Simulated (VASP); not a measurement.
A run of VASP 6.6.1 is set up as follows.

INCAR

```
SYSTEM = H10CO5
ALGO     = Normal         ! electronic algorithm
EDIFF    = 1E-5           ! SCF threshold, eV
ENCUT    = 520            ! plane-wave cutoff, eV
GGA      = PE             ! functional
IBRION   = 0              ! ionic algorithm
ISIF     = 2              ! what is computed and relaxed
ISMEAR   = -1             ! smearing method
ISYM     = 0            
IVDW     = 12             ! dispersion correction
LANGEVIN_GAMMA= 20 20 20     
LASPH    = .TRUE.         ! aspherical terms in the spheres
LCHARG   = .FALSE.        ! write CHGCAR
LREAL    = Auto         
LWAVE    = .FALSE.        ! write WAVECAR
MDALGO   = 3            
NBANDS   = 36             ! bands
NELM     = 60             ! most SCF steps
NELMIN   = 4            
NSW      = 40             ! ionic steps
POTIM    = 0.5            ! step
PREC     = Accurate       ! precision mode
RANDOM_SEED= 409653 0 0   
SIGMA    = 0.02           ! smearing width, eV
TEBEG    = 300.0        
TEEND    = 300.0
```

KPOINTS

```
k-points
0
G
  1 1 1
  0 0 0
```

File POSCAR:

```
H10CO5
1.0
    5.8392500000      0.0000000000      0.0000000000
    0.0000000000      5.8392500000      0.0000000000
    0.0000000000      0.0000000000      5.8392500000
O H C
5 10 1
Direct
    0.4206119700      0.6311811400      0.8367296600
    0.6437798300      0.8476095600      0.2541786800
    0.3106027300      0.2462775800      0.3109525500
    0.1158136800      0.8308272200      0.5026878400
   -0.0616569000      0.3427390400      1.0231594300
    0.4770765100      0.4879337800      0.7694763400
    0.3370065400      0.7073693300      0.7113927100
    0.5612921500      0.9933492700      0.2622808100
    0.5844609700      0.7770949300      0.1145390200
    0.3554169600      0.4044817400      0.3475349200
    0.1771593900      0.2710919900      0.2106348200
    0.1761318800      0.9808400100      0.4572635800
   -0.0364534500      0.8238940200      0.4305712100
   -0.0294166100      0.6826987800      0.9496134000
   -0.0472008000      0.4755335900      0.7006005600
   -0.0485571400      0.5037432200      0.8896666700
```

Potentials or basis: VASP PAW PBE potentials, release 64 (O, H, C).

The run is started by

```bash
$ cat potpaw_PBE.64/O/POTCAR potpaw_PBE.64/H/POTCAR potpaw_PBE.64/C/POTCAR > POTCAR
$ mpirun -np 1 vasp_gam > vasp.out
```

(1) Predict the dispersion energy per atom.

Results:

(1) -0.031 eV.

Caveat: the standard files for N, O and F lose accuracy on very short bonds.
